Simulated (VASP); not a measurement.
Output of a VASP run:

**OSZICAR**
```
       N       E                     dE             d eps       ncg     rms          rms(c)
DAV:   1    -0.174612819564E+03   -0.17461E+03   -0.68314E-01  2228   0.323E+00    0.249E+00
DAV:   2    -0.193993081546E+03   -0.19380E+02   -0.71648E+01  2212   0.395E+01    0.300E+01
DAV:   3    -0.174074014490E+03    0.19919E+02   -0.52617E+01  2220   0.332E+01    0.315E+00
DAV:   4    -0.174466385473E+03   -0.39237E+00   -0.63854E+00  1788   0.644E+00    0.156E+00
DAV:   5    -0.174438551890E+03    0.27834E-01   -0.38089E-01  1747   0.272E+00    0.517E-01
DAV:   6    -0.174440826007E+03   -0.22741E-02   -0.48602E-02  1724   0.893E-01    0.290E-01
DAV:   7    -0.174440524502E+03    0.30150E-03   -0.79877E-03  1924   0.388E-01    0.243E-01
DAV:   8    -0.174440454457E+03    0.70046E-04   -0.18911E-03  1964   0.198E-01    0.195E-01
DAV:   9    -0.174440318286E+03    0.13617E-03   -0.11054E-03  2028   0.151E-01    0.159E-01
DAV:  10    -0.174440243320E+03    0.74966E-04   -0.92315E-04  1988   0.120E-01    0.118E-01
DAV:  11    -0.174440362546E+03   -0.11923E-03   -0.51048E-04  1852   0.858E-02    0.114E-01
DAV:  12    -0.174440348824E+03    0.13721E-04   -0.10013E-04  1828   0.505E-02    0.106E-01
DAV:  13    -0.174440302637E+03    0.46188E-04   -0.30477E-05  1980   0.262E-02    0.899E-02
DAV:  14    -0.174440257730E+03    0.44906E-04   -0.36384E-05  1812   0.238E-02    0.704E-02
DAV:  15    -0.174440214732E+03    0.42998E-04   -0.57154E-05  1884   0.287E-02    0.435E-02
DAV:  16    -0.174440206301E+03    0.84308E-05   -0.11982E-05  1580   0.133E-02    0.332E-02
DAV:  17    -0.174440205249E+03    0.10524E-05   -0.12298E-06   780   0.538E-03    0.305E-02
DAV:  18    -0.174440199765E+03    0.54845E-05   -0.43244E-06  1236   0.837E-03    0.246E-02
DAV:  19    -0.174440195159E+03    0.46052E-05   -0.12337E-05  1612   0.109E-02    0.142E-02
DAV:  20    -0.174440194593E+03    0.56609E-06   -0.16165E-06   804   0.602E-03
   1 F= -.17444019E+03 E0= -.17444340E+03  d E =0.961937E-02
```

**OUTCAR**
```
------------------------ aborting loop because EDIFF is reached ----------------------------------------
  FORCE on cell =-STRESS in cart. coord.  units (eV):
  Direction    XX          YY          ZZ          XY          YZ          ZX
  --------------------------------------------------------------------------------------
  Total      -18.0722872    -18.0722885     -1.6130939     -0.0000019      0.0000000      0.0000000
  in kB      -53.4885821    -53.4885858     -4.7742771     -0.0000057      0.0000000      0.0000000
  external PRESSURE =     -37.2504817 kB  Pullay stress =       0.0000000 kB
  volume of cell :      541.33
      direct lattice vectors                 reciprocal lattice vectors
     5.510843592  0.000000000  0.000000000     0.181460421 -0.104766239  0.000000000
     2.755422301  4.772530710  0.000000000     0.000000000  0.209532439  0.000000000
     0.000000000  0.000000000 20.582389880     0.000000000  0.000000000  0.048585223
 POSITION                                       TOTAL-FORCE (eV/Angst)
 -----------------------------------------------------------------------------------
      5.51711      1.58722      7.06528        -0.017114      0.009881      0.005582
      2.74915      1.58722      7.06528         0.017114      0.009881      0.005582
      6.88855      3.97711      7.06413        -0.000000     -0.000000      0.012699
      4.13313      3.98435      7.06528        -0.000000     -0.019761      0.005582
      8.25779      4.76764      9.17612        -0.006367     -0.003676     -0.002648
      5.51932      4.76764      9.17612         0.006367     -0.003676     -0.002648
      6.88855      2.39605      9.17612         0.000000      0.007352     -0.002648
      4.13313      2.38627      9.17241        -0.000000      0.000000      0.015364
      5.50293      1.59541     11.33993        -0.002648      0.001529     -0.002588
      2.76333      1.59541     11.33993         0.002648      0.001529     -0.002588
      6.88855      3.97711     11.42073        -0.000000      0.000000     -0.012852
      4.13313      3.96797     11.33993        -0.000000     -0.003057     -0.002588
      0.03113      0.01797     13.45506        -0.000701     -0.000405     -0.000717
      2.72429      0.01797     13.45506         0.000701     -0.000405     -0.000717
      1.37771      2.35032     13.45506         0.000000      0.000809     -0.000717
      4.13313      2.38627     13.44231        -0.000000     -0.000000     -0.012987
      1.37771      0.79542     15.20982        -0.000000      0.000000     -0.001112
 -----------------------------------------------------------------------------------
    total drift:                                0.003881      0.002243     -0.000005
  FREE ENERGIE OF THE ION-ELECTRON SYSTEM (eV)
  ---------------------------------------------------
  free  energy   TOTEN  =      -174.4401945933 eV

  energy  without entropy=     -174.4498139600  energy(sigma->0) =     -174.44340105

 total charge

# of ion       s       p       d       tot
------------------------------------------
    1        0.646   0.590   5.926   7.162
    2        0.646   0.590   5.926   7.162
    3        0.648   0.586   5.932   7.166
    4        0.646   0.590   5.926   7.162
    5        0.655   0.763   6.009   7.427
    6        0.655   0.763   6.009   7.427
    7        0.655   0.763   6.009   7.427
    8        0.659   0.774   6.012   7.445
    9        0.659   0.776   6.015   7.449
   10        0.659   0.776   6.015   7.449
   11        0.660   0.778   6.020   7.458
   12        0.659   0.776   6.015   7.449
   13        0.630   0.592   5.955   7.178
   14        0.630   0.592   5.955   7.178
   15        0.630   0.592   5.955   7.178
   16        0.648   0.575   5.975   7.198
   17        1.783   4.267   0.000   6.050
--------------------------------------------------
tot         12.165  15.144  95.655 122.965
```
(Selected blocks of OUTCAR.)

POSCAR:
```
Os16F
1
    5.5108435923     0.0000000000     0.0000000000
    2.7554223008     4.7725307101     0.0000000000
    0.0000000000     0.0000000000    20.5823898804
Os F
16 1
Direct
  0.8348497102   0.3325746449   0.3432681376
  0.3325746449   0.3325746449   0.3432681376
  0.8333330000   0.8333330000   0.3432121634
  0.3325746449   0.8348497102   0.3432681376
  0.9989747441   0.9989747441   0.4458236402
  0.5020505116   0.9989747441   0.4458236402
  0.9989747441   0.5020505116   0.4458236402
  0.5000000000   0.5000000000   0.4456435910
  0.8314187785   0.3342901107   0.5509529500
  0.3342901107   0.3342901107   0.5509529500
  0.8333330000   0.8333330000   0.5548784933
  0.3342901107   0.8314187785   0.5509529500
  0.0037659284   0.0037659284   0.6537171497
  0.4924681432   0.0037659284   0.6537171497
  0.0037659284   0.4924681432   0.6537171497
  0.5000000000   0.5000000000   0.6530976244
  0.1666670000   0.1666670000   0.7389724951
```

Q: Reconstruct the remaining input files.

A: This is not unique; one that fits is the input of the run itself, PBE GGA, plane waves, VASP's PBE PAW potentials (set 64).

**KPOINTS**
```
Automatic mesh
0
Gamma
6 6 1
```

**INCAR**
```
# general
SYSTEM  = Os16F
PREC    = Normal
ENCUT   = 400
LREAL   = .FALSE.
LASPH   = .TRUE.

# electronic loop
EDIFF   = 1E-6
NELM    = 100
NELMIN  = 4
ALGO    = Normal
LMAXMIX = 6

# smearing
ISMEAR  = 1
SIGMA   = 0.1

# functional
GGA     = PE

# output
LWAVE   = .FALSE.
LCHARG  = .FALSE.
LORBIT  = 11
LVHAR   = .TRUE.

# other
LDIPOL  = .TRUE.
IDIPOL  = 3
DIPOL   = 0.5 0.5 0.5
```

POTCAR, in this order: Os F (PBE.64 set). Program: vasp_std. Read from the step before: WAVECAR.

At this cut-off the stress carries a Pulay error, which pulls relaxed volumes low.

The cell is a thin slab with vacuum, built from Os (hcp): (001) face, F adsorbed.
